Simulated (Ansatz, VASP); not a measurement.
# Cross-check of CaO (Lime) between VASP and Ansatz

Wanted: the spread between two codes on one cell, functional and k mesh. The cell is taken from a series of runs on this material, whose earlier steps may have relaxed, scaled, displaced or heated it; both programs get it as it stands.

Method: plane waves, with VASP 6.6.1 beside it; relaxation of cell and atoms at LDA, in Ansatz 0.2.0.

## 1. Starting point

It takes space group Fm-3m (No. 225, cubic). The conventional cell has a = 4.708 Å, b = 4.708 Å, c = 4.708 Å, α = 90.00°, β = 90.00°, γ = 90.00°. Nearest to Ca lie 6 O at 2.35 Å. O has 6 Ca at 2.35 Å nearest. Farther neighbours and most contacts between anions are not listed.

As a file:

```
Ca O
1.0
     0.00000    2.35395    2.35395
     2.35395    0.00000    2.35395
     2.35395    2.35395    0.00000
Ca O
1 1
Direct
  0.00000 0.00000 0.00000
  0.50000 0.50000 0.50000
```

## 2. VASP: relaxation of cell and atoms, LDA

The relaxed volume is the usual yardstick between codes: in a stiff, nearly cubic crystal its relative difference is about their pressure difference at one cell divided by the bulk modulus.

Lines of VASP's logs that name or quote its potential files are left out, and so is its time.

Input file INCAR:

```
SYSTEM = CaO
PREC = Accurate
ENCUT = 600
EDIFF = 1E-07
NELM = 120
ISMEAR = 0
SIGMA = 0.01
LREAL = .FALSE.
ALGO = Normal
GGA = CA
NBANDS = 14
LORBIT = 11
LWAVE = .FALSE.
LCHARG = .FALSE.
ISIF = 3
IBRION = 2
NSW = 80
EDIFFG = -0.005
LASPH = .TRUE.
GGA_COMPAT = .FALSE.
NELMIN = 4
EFERMI = MIDGAP
```

Input file POSCAR:

```
CaO
1.0
    0.0000000000      2.3539510000      2.3539510000
    2.3539510000      0.0000000000      2.3539510000
    2.3539510000      2.3539510000      0.0000000000
Ca O
1 1
Direct
    0.0000000000      0.0000000000      0.0000000000
    0.5000000000      0.5000000000      0.5000000000
```

Input file KPOINTS:

```
Automatic mesh
0
Gamma
9 9 9
0 0 0
```

Potentials, in the order of the species: Ca_sv and O (LDA family, release 64).

On the command line:

```sh
> mpirun -np 1 vasp_std
```

Numbers of over 12 decimals in the logs are rounded to 6 here.

What it wrote:

```text
[banner, memory and clock lines left out]
running    1 mpi-ranks, on    1 nodes
 distrk:  each k-point on    1 cores,    1 groups
 distr:  one band on    1 cores,    1 groups

 POSCAR found type information on POSCAR CaO
 POSCAR found :  2 types and       2 ions
 LDA part: xc-table for (Slater(with rela. corr.)+CA(PZ))
 , standard interpolation
 POSCAR, INCAR and KPOINTS ok, starting setup
 FFT: planning ... GRIDC
 FFT: planning ... GRID_SOFT
 FFT: planning ... GRID
 WAVECAR not read
 entering main loop
       N       E                     dE             d eps       ncg     rms          rms(c)
DAV:   1     0.135833678663E+03    0.13583E+03   -0.94882E+03   980   0.132E+03
DAV:   2    -0.978340465846E+01   -0.14562E+03   -0.13498E+03  1214   0.320E+02
DAV:   3    -0.157483465245E+02   -0.59649E+01   -0.59188E+01  1076   0.687E+01
DAV:   4    -0.159385820402E+02   -0.19024E+00   -0.19007E+00  1524   0.103E+01
DAV:   5    -0.159397405419E+02   -0.11585E-02   -0.11585E-02  1076   0.101E+00    0.846E+00
DAV:   6    -0.143514373825E+02    0.15883E+01   -0.54078E+00  1022   0.234E+01    0.362E+00
DAV:   7    -0.142567571020E+02    0.94680E-01   -0.51904E-01  1240   0.755E+00    0.176E+00
DAV:   8    -0.142235100836E+02    0.33247E-01   -0.75893E-02  1148   0.287E+00    0.288E-01
DAV:   9    -0.142229615855E+02    0.54850E-03   -0.65502E-03  1266   0.583E-01    0.106E-01
DAV:  10    -0.142231100699E+02   -0.14848E-03   -0.33817E-04  1178   0.225E-01    0.419E-02
DAV:  11    -0.142230848345E+02    0.25235E-04   -0.49554E-05  1346   0.823E-02    0.589E-03
DAV:  12    -0.142230845064E+02    0.32817E-06   -0.37082E-06  1088   0.205E-02    0.303E-03
DAV:  13    -0.142230844112E+02    0.95165E-07   -0.20993E-07  1150   0.397E-03
   1 F= -.14223084E+02 E0= -.14223084E+02  d E =-.142231E+02
 curvature:   0.00 expect dE= 0.000E+00 dE for cont linesearch  0.000E+00
 trial: gam= 0.00000 g(F)=  0.171E-59 g(S)=  0.135E-02 ort = 0.000E+00 (trialstep = 0.100E+01)
 search vector abs. value=  0.135E-02
 bond charge predicted
       N       E                     dE             d eps       ncg     rms          rms(c)
DAV:   1    -0.142347936389E+02   -0.11709E-01   -0.27442E-01  1124   0.568E+00    0.730E-01
DAV:   2    -0.142252284824E+02    0.95652E-02   -0.30521E-02  1208   0.159E+00    0.280E-01
DAV:   3    -0.142234756183E+02    0.17529E-02   -0.37847E-03  1654   0.776E-01    0.108E-01
DAV:   4    -0.142232910127E+02    0.18461E-03   -0.14119E-03  1536   0.304E-01    0.367E-02
DAV:   5    -0.142232853349E+02    0.56778E-05   -0.10353E-05  1028   0.342E-02    0.386E-02
DAV:   6    -0.142233902609E+02   -0.10493E-03   -0.15152E-04  1572   0.657E-02    0.168E-02
DAV:   7    -0.142233936029E+02   -0.33420E-05   -0.41171E-06  1556   0.214E-02    0.845E-03
DAV:   8    -0.142233925039E+02    0.10990E-05   -0.63956E-07  1810   0.660E-03    0.252E-03
DAV:   9    -0.142233924023E+02    0.10164E-06   -0.75806E-08   784   0.209E-03    0.104E-03
DAV:  10    -0.142233923917E+02    0.10549E-07   -0.31568E-08   514   0.173E-03
   2 F= -.14223392E+02 E0= -.14223392E+02  d E =-.307981E-03
 trial-energy change:   -0.000308  1 .order   -0.000316   -0.001354    0.000721
 step:   0.6469(harm=  0.6525)  dis= 0.00000  next Energy=   -14.223520 (dE=-0.436E-03)
 bond charge predicted
       N       E                     dE             d eps       ncg     rms          rms(c)
DAV:   1    -0.142249425035E+02   -0.15501E-02   -0.34144E-02  1130   0.200E+00    0.258E-01
DAV:   2    -0.142237459498E+02    0.11966E-02   -0.37712E-03  1190   0.561E-01    0.982E-02
DAV:   3    -0.142235289370E+02    0.21701E-03   -0.46951E-04  1660   0.275E-01    0.378E-02
DAV:   4    -0.142235062670E+02    0.22670E-04   -0.17299E-04  1536   0.107E-01    0.127E-02
DAV:   5    -0.142235058741E+02    0.39290E-06   -0.12573E-06  1028   0.119E-02    0.131E-02
DAV:   6    -0.142235164107E+02   -0.10537E-04   -0.10199E-05  1560   0.163E-02    0.784E-03
DAV:   7    -0.142235188720E+02   -0.24613E-05   -0.28362E-06  1602   0.126E-02    0.358E-03
DAV:   8    -0.142235187371E+02    0.13485E-06   -0.51006E-08   652   0.266E-03    0.152E-03
DAV:   9    -0.142235187177E+02    0.19433E-07   -0.51552E-08   526   0.204E-03
   3 F= -.14223519E+02 E0= -.14223519E+02  d E =-.434307E-03
 curvature:  -0.33 expect dE=-0.135E-08 dE for cont linesearch -0.135E-08
 trial: gam=-0.00175 g(F)=  0.836E-60 g(S)=  0.414E-08 ort = 0.237E-05 (trialstep = 0.929E+00)
 search vector abs. value=  0.100E-09
 reached required accuracy - stopping structural energy minimisation
```

From OUTCAR (step 2):

```text
ion  position               nearest neighbor table
   1  0.000  0.000  0.000-   2 2.35   2 2.35   2 2.35   2 2.35   2 2.35   2 2.35
   2  0.500  0.500  0.500-   1 2.35   1 2.35   1 2.35   1 2.35   1 2.35   1 2.35

  LATTYP: Found a face centered cubic cell.
 ALAT       =     4.7079020000

 Subroutine GETGRP returns: Found 48 space group operations
 (whereof 48 operations were pure point group operations)

The static configuration has the point symmetry O_h .

 Found     35 irreducible k-points:

   k-points           NKPTS =     35   k-points in BZ     NKDIM =     35   number of bands    NBANDS=     14

   dimension x,y,z NGX =    28 NGY =   28 NGZ =   28
   dimension x,y,z NGXF=    56 NGYF=   56 NGZF=   56

   ENCUT  =  600.0 eV  44.10 Ry    6.64 a.u.   6.65  6.65  6.65*2*pi/ulx,y,z

   NELECT =      16.0000    total number of electrons

 k-points in reciprocal lattice and weights: Automatic mesh
   0.00000000  0.00000000  0.00000000       0.001
   0.11111111  0.00000000  0.00000000       0.011
   0.22222222  0.00000000  0.00000000       0.011
   0.33333333  0.00000000  0.00000000       0.011
   0.44444444  0.00000000  0.00000000       0.011
   0.11111111  0.11111111  0.00000000       0.008
   0.22222222  0.11111111  0.00000000       0.033
   0.33333333  0.11111111  0.00000000       0.033
   0.44444444  0.11111111  0.00000000       0.033
[...]
-0.33333333  0.44444444  0.11111111       0.033
  -0.33333333  0.44444444  0.22222222       0.033

 average (electrostatic) potential at core
       1 -43.2286       2 -71.1009

 E-fermi :   4.0881

 k-point     1 :       0.0000    0.0000    0.0000
  band No.  band energies     occupation
    ...
      4     -15.5001      2.00000
      5     -12.9724      2.00000
      6       2.3452      2.00000
      7       2.3452      2.00000
      8       2.3452      2.00000
      9       7.3732      0.00000
     10       8.5805      0.00000
     11       8.5805      0.00000
     12       8.5805      0.00000
     13      10.2442      0.00000
    ...

 k-point     2 :       0.1111    0.0000    0.0000
  band No.  band energies     occupation
    ...
      4     -15.5078      2.00000
      5     -12.7262      2.00000
      6       1.8817      2.00000
      7       2.1521      2.00000
      8       2.1521      2.00000
      9       7.9373      0.00000
     10       8.5450      0.00000
     11       8.8116      0.00000
     12       8.8116      0.00000
     13      10.5740      0.00000
    ...

 k-point     3 :       0.2222    0.0000    0.0000
  band No.  band energies     occupation
    ...
      4     -15.5273      2.00000
      5     -12.2258      2.00000
      6       0.9391      2.00000
      7       1.7148      2.00000
      8       1.7148      2.00000
      9       8.5663      0.00000
     10       9.2237      0.00000
     11       9.4382      0.00000
     12       9.4382      0.00000
     13      11.3975      0.00000
    ...

  Total        0.0002393      0.0002393      0.0002393      0.0000000      0.0000000      0.0000000
  in kB        0.0146053      0.0146053      0.0146053      0.0000000      0.0000000      0.0000000
  external PRESSURE =       0.0146053 kB  Pullay stress =       0.0000000 kB

  energy-cutoff  :      600.00
  volume of cell :       26.25
      direct lattice vectors                 reciprocal lattice vectors
    -0.000000000  2.358975425  2.358975425    -0.211956426  0.211956426  0.211956426
     2.358975425  0.000000000  2.358975425     0.211956426 -0.211956426  0.211956426
     2.358975425  2.358975425  0.000000000     0.211956426  0.211956426 -0.211956426

 POSITION                                       TOTAL-FORCE (eV/Angst)
 -----------------------------------------------------------------------------------
      0.00000      0.00000      0.00000         0.000000     -0.000000     -0.000000
      2.35898      2.35898      2.35898        -0.000000      0.000000      0.000000
 -----------------------------------------------------------------------------------
    total drift:                                0.000000      0.000000      0.000000

  FREE ENERGIE OF THE ION-ELECTRON SYSTEM (eV)
  ---------------------------------------------------
  free  energy   TOTEN  =       -14.2235187177 eV

  energy  without entropy=      -14.2235187177  energy(sigma->0) =      -14.22351872

 reached required accuracy - stopping structural energy minimisation

 total charge
# of ion       s       p       d       tot
------------------------------------------
    1        2.046   5.884   0.339   8.268
    2        1.537   3.451   0.000   4.988
--------------------------------------------------
tot          3.583   9.335   0.339  13.256

[... 3 further parts left out ...]
```

CONTCAR:

```
CaO
   1.00000000000000
    -0.0000000000000000    2.3589754254977420    2.3589754254977420
     2.3589754254977420    0.0000000000000000    2.3589754254977420
     2.3589754254977420    2.3589754254977420    0.0000000000000000
  Ca              O
     1     1
Direct
     0.0000000000000000    0.0000000000000000    0.0000000000000000
     0.5000000000000000    0.5000000000000000    0.5000000000000000
```

## 3. Ansatz: relaxation of cell and atoms, LDA

Ansatz runs on its default PAW (the set named soft_2) files.

The same cell, functional (in two slightly different forms) and mesh now go to Ansatz, which takes its cutoff from its data sets.

Input file input.yaml:

```yaml
crystal:
  lattice:
    - [0.0, 2.3539509344, 2.3539509344]
    - [2.3539509344, 0.0, 2.3539509344]
    - [2.3539509344, 2.3539509344, 0.0]
  atoms:
    - { symbol: Ca, position: [0.0, 0.0, 0.0] }
    - { symbol: O, position: [0.5, 0.5, 0.5] }
kpoints:
  mp_grid: { grid: [9, 9, 9] }
hamiltonian:
  xc: lda
scf:
  occupations: { method: fixed }
output:
  forces: true
  stress: true
  eigenvalues: true
relax:
  adjacent_minimum: "off"
  f_tol: 0.001
  max_steps: 60
  cell: { stress_tol: 0.01 }
```

On the command line:

```sh
> ansatz run input.yaml --threads 4 --pin off --max-ram 16384MiB --backend cpu --events-out ev --progress --plain --runs-dir out
```

What it wrote:

```text
Engine: ansatz 0.2.0, aarch64-unknown-linux-gnu
Pseudopotentials: kind: paw
Pseudopotential: Ca, paw, valence charge 10, recommended cutoff 420 eV (normal), Ca.paw.azcp
Pseudopotential: O, paw, valence charge 6, recommended cutoff 420 eV (normal), O.paw.azcp
Functional definition: SPW92
  exchange = slater_x
  correlation = pw_c
Crystal: 2 atoms, lattice volume = 26.087 Å³
Basis set: ecut = 420 eV, 531 PW (Γ)
Bands: 12, of which v1, the nominal top of the filled ones, is band 8 counted from 1 (7 counted from 0)
Symmetry: 48 space group operations
Space group: Fm-3m (ITA 225), of the structure as read, at distance tolerance 3.0e-5 Å
k-points: 35 of 729
Non-local potential: Ca, projectors of the file, l = 0: 3, l = 1: 2, l = 2: 2
Non-local potential: O, projectors of the file, l = 0: 2, l = 1: 2, l = 2: 1
PAW form: soft (Blöchl's): semilocal exchange-correlation on the pseudo side does not see the compensation charge
PAW frozen core: Ca, regenerated for the run's functional, and the local potential with it (the file was generated under x = pbe(κ = 0.804, μ = 0.219515), c = pbe(β = 0.066725))
PAW frozen core: O, regenerated for the run's functional, and the local potential with it (the file was generated under x = pbe(κ = 0.804, μ = 0.219515), c = pbe(β = 0.066725))
PAW one-centre angular grid: Ca, 110 points (default); XC on 64 Gauss nodes
PAW one-centre angular grid: O, 110 points (default); XC on 64 Gauss nodes
Initial density: superposition of atomic densities (neutral atoms: chi_scale 0, normalization atom), corrected by the library's trained network
Initial wavefunctions: pseudopotential atomic-orbital guess
Functional: x = slater, c = lda
SCF iter   1: F=—  HF=-2331.658976 eV  |F-HF|=—  |Δ(HF+E_count)|=         —  Δρ=1.72e-2  dr2=7.47e-2  ethr=1.77e-3  ⟨swp⟩=5.0  Hψ=2516  notcnv=0  defer=10
preconditioner: auto → none  [insulator: Δε(μ)=3.249 eV  Ē_g=18.034 eV  n_scr=8 (ndim 8)  ℏωp=27.2 eV  f_vac=0.000  ε∞_Penn≈3.3]
SCF iter   2: F=—  HF=-2331.652104 eV  |F-HF|=—  |Δ(HF+E_count)|=   6.87e-3  Δρ=1.55e-2  dr2=4.88e-2  ethr=4.67e-4  ⟨swp⟩=2.0  Hψ=895  notcnv=0  defer=56
SCF iter   3: F=—  HF=-2331.639992 eV  |F-HF|=—  |Δ(HF+E_count)|=   1.21e-2  Δρ=2.54e-3  dr2=9.65e-4  ethr=3.05e-4  ⟨swp⟩=2.0  Hψ=600  notcnv=0  defer=65
SCF iter   4: F=—  HF=-2331.639697 eV  |F-HF|=—  |Δ(HF+E_count)|=   2.96e-4  Δρ=4.59e-4  dr2=1.35e-5  ethr=6.03e-6  ⟨swp⟩=2.7  Hψ=739  notcnv=0  defer=66
SCF iter   5: F=—  HF=-2331.639692 eV  |F-HF|=—  |Δ(HF+E_count)|=   4.52e-6  Δρ=8.63e-5  dr2=1.50e-6  ethr=8.45e-8  ⟨swp⟩=2.0  Hψ=700  notcnv=0  defer=5
SCF iter   6: F=-2331.639692 eV  HF=-2331.639692 eV  |F-HF|=2.37e-9  |Δ(HF+E_count)|=   5.61e-7  Δρ=8.91e-6  dr2=8.64e-9  ethr=6.25e-10  ⟨swp⟩=4.4  Hψ=2454  notcnv=0
SCF 1 converged in 6 iterations: F = -2331.639692 eV  dr2 = 8.64e-9
  greatest PAW one-centre occupation: 0.996 electrons in one spin orbital (limit 2), on the Ca atom at site 0 (counted from 0), in its partial waves of l = 0
relax step   1: F+E_penalty+E_count = -2331.63969153 eV  Δ(F+E_penalty+E_count) = +0.000e0 eV  max|allowed force component| = 7.310e-29 eV/Å  Δτ_max = 0.0000 Å  P = -0.008 GPa  Ω = 26.087 Å³  (6 SCF iters, dr2 threshold 1.00e-7 eV, accepted)
Initial density: handed on by an earlier stage of this run
Initial wavefunctions: pseudopotential atomic-orbital guess (no wavefunctions were taken with the density)
iter 1 solved again at ethr=2.02e-6 eV; its pass at ethr=3.10e-3 eV (dr2=3.23e-4 eV) is discarded
SCF iter   1: F=—  HF=-2331.639691 eV  |F-HF|=—  |Δ(HF+E_count)|=         —  Δρ=8.81e-6  dr2=8.09e-9  ethr=2.02e-6  ⟨swp⟩=2.0  Hψ=3454  notcnv=0  defer=55
eigensolver tolerance schedule: the retry pair's looser diagonalisation over-reported the residual by 40003.69 of it (diagonalisation noise at an unbounded share of the residual, at the tolerance the schedule requests for it); recorded, not acted on — ethr = c·dr2/N_el stays at c = 1.0e-1
preconditioner: auto → none  [insulator: Δε(μ)=3.511 eV  Ē_g=18.135 eV  n_scr=8 (ndim 8)  ℏωp=27.2 eV  f_vac=0.000  ε∞_Penn≈3.2]
SCF iter   2: F=—  HF=-2331.639692 eV  |F-HF|=—  |Δ(HF+E_count)|=   7.88e-8  Δρ=3.82e-6  dr2=2.27e-9  ethr=5.05e-11  ⟨swp⟩=2.5  Hψ=741  notcnv=0  defer=1
SCF iter   3: F=—  HF=-2331.639692 eV  |F-HF|=—  |Δ(HF+E_count)|=  1.31e-10  Δρ=3.01e-6  dr2=1.37e-9  ethr=1.42e-11  ⟨swp⟩=2.0  Hψ=546  notcnv=0  defer=1
SCF iter   4: F=—  HF=-2331.639692 eV  |F-HF|=—  |Δ(HF+E_count)|=  1.45e-10  Δρ=4.21e-7  dr2=1.89e-11  ethr=8.55e-12  ⟨swp⟩=2.0  Hψ=525  notcnv=0  defer=1
SCF iter   5: F=-2331.639692 eV  HF=-2331.639692 eV  |F-HF|=0.00e0  |Δ(HF+E_count)|=  5.00e-12  Δρ=3.70e-8  dr2=2.24e-13  ethr=1.00e-12  ⟨swp⟩=4.9  Hψ=2563  notcnv=0
SCF 2 converged in 5 iterations: F = -2331.639692 eV  dr2 = 2.24e-13
relax step   2: F+E_penalty+E_count = -2331.63969153 eV  Δ(F+E_penalty+E_count) = -2.395e-9 eV  max|allowed force component| = 1.010e-28 eV/Å  Δτ_max = 0.0000 Å  P = -0.008 GPa  Ω = 26.087 Å³  stress off target by 8.41e-3 GPa  SCF on the basis re-selected at this cell (its energy is not comparable with the rows above)  (5 SCF iters)
basis re-selected at this cell: Δ(F+E_penalty+E_count) = -2.395e-9 eV, ΔP = -0.000 GPa vs the last step (what re-selecting the basis moved, of the pressure what is left beyond the Pulay correction that the steps carried, after the strain that the cell walked since its last selection, with what the two solves' SCF thresholds leave and, on support functions, any second-order correction that the steps lacked; it is no m [...]
SCF converged after 5 iterations
Free energy (F): -2331.639692 eV
Harris-Foulkes:  -2331.639692 eV  (|F-HF|=0.00e0)
Internal energy: -2331.639692 eV  (E = F + TS)
E sigma→0 (E₀):  -2331.639692 eV
Fermi energy:    7.994730 eV
--- Per-component energies (eV) ---
  E_band       = -91.621235
  E_kinetic    = 455.925683
  E_local      = -860.146450  (includes V_loc(G=0)·N_el)
  E_nonlocal   = 117.005682
  E_hartree    = 282.468806
  E_xc         = -210.280820
  E_vxc        = -266.607253  (∫ρ·V_xc dr)
  E_paw        = -963.425575  (= ΣΔE_a)
  E_vpaw       = -102.739001  (= ΣTr[D̂ρ^β])
  E_aug_tail   = 0.002488  (compensation charges beyond the density's cutoff)
  E_ewald      = -1153.569594
  E_core_change = 0.380087  (= ΣΔE_core)
  E_smearing   = -0.000000  (= −TS)
  E_closure    = -0.000000  (closes the sum)
  Σ components = -2331.639692   (vs F -2331.639692, Δ=0.00e0)
--- Forces (eV/Å), atoms counted from 1 ---
  atom   1  Ca    -0.00000000    -0.00000000    -0.00000000
  atom   2  O      0.00000000    -0.00000000    -0.00000000
  max |Σ_I F_I| component: 1.85e-28 eV/Å
--- Stress (GPa, compression-positive) ---
       -0.008414      -0.000000      -0.000000
        0.000000      -0.008414       0.000000
       -0.000000      -0.000000      -0.008414
  P = ⅓ Tr σ = -0.0084 GPa (-0.084 kbar)
--- Band table (eV; the first three rows and the last of 35) ---
  k-point 0: bands = [... 4 lower, -7.3325, 7.9947, 7.9947, 7.9947, 13.0830, 14.2648, 14.2648, 14.2648]
  k-point 1: bands = [... 4 lower, -7.0837, 7.5327, 7.8022, 7.8022, 13.6474, 14.2274, 14.4958, 14.4958]
  k-point 2: bands = [... 4 lower, -6.5795, 6.5903, 7.3663, 7.3663, 14.2476, 14.9358, 15.1229, 15.1229]
  k-point 34: bands = [... 4 lower, -6.5248, 6.4869, 6.8833, 7.0022, 13.9319, 14.9437, 16.8639, 17.8380]
--- Relaxed structure (1 steps of the walk, 1 accepted, 1 SCFs on fresh bases) ---
  F+E_penalty+E_count = -2331.63969153 eV   max|allowed force component| = 1.010e-28 eV/Å   (the final SCF, on the basis selected at the relaxed cell)
  cell:  # Å, volume = 26.0869 Å³
    - [0.0, 2.3539509344, 2.3539509344]
    - [2.3539509344, 0.0, 2.3539509344]
    - [2.3539509344, 2.3539509344, 0.0]
  atoms:
    - { symbol: Ca, position: [0.0, 0.0, 0.0] }
    - { symbol: O, position: [0.500000, 0.500000, 0.500000] }
```

In the SCF lines HF is the Harris–Foulkes energy and dr2 the Hartree energy of the density residual, in eV; the loop may stop once dr2 is under the threshold and the program's other checks hold. Hψ counts applications of the Hamiltonian.

## 4. Comparison

Known differences besides the potentials themselves: the two LDA forms differ slightly; fixed occupations in Ansatz, narrow Gaussian smearing in VASP; the cutoff is 420 eV in Ansatz and 600 eV in VASP; VASP's log shows a relativistic correction to its local exchange, Ansatz's none; Ansatz adds a Pulay correction to the stress that steers its cell, VASP none. Total energies have different zeros and are not compared.

Compared:

```tsv
quantity	Ansatz	VASP	difference
volume (Å³)	26.09	26.25	-0.64 %
edge a after relaxation, in the typed setting (Å)	3.329	3.336	-0.21 %
```

## 5. Outcome

```yaml
difference_in_volume_relaxation_of_cell_and_atoms_lda: -0.64 %
```

The difference in volume is -0.64 % (relaxation of cell and atoms, LDA), within the 1.2 % picked in this series as the mark of a large difference, as far as the stopping tolerances let one tell. How closely two codes agree says nothing of how well the functional describes the real material.

[Lines on the potential files, build, host, timing and source positions are cut from VASP's logs without a mark.]

[Logs are printed without paths, hosts, clocks, repeated set-up lines and the standing remarks that a program may print on its own settings, such as how far it seeks lower states.]

[Hosts, paths, dates, database ids (printed as entryN), source tags and the programs' standing remarks are cut or masked in the printed files.]
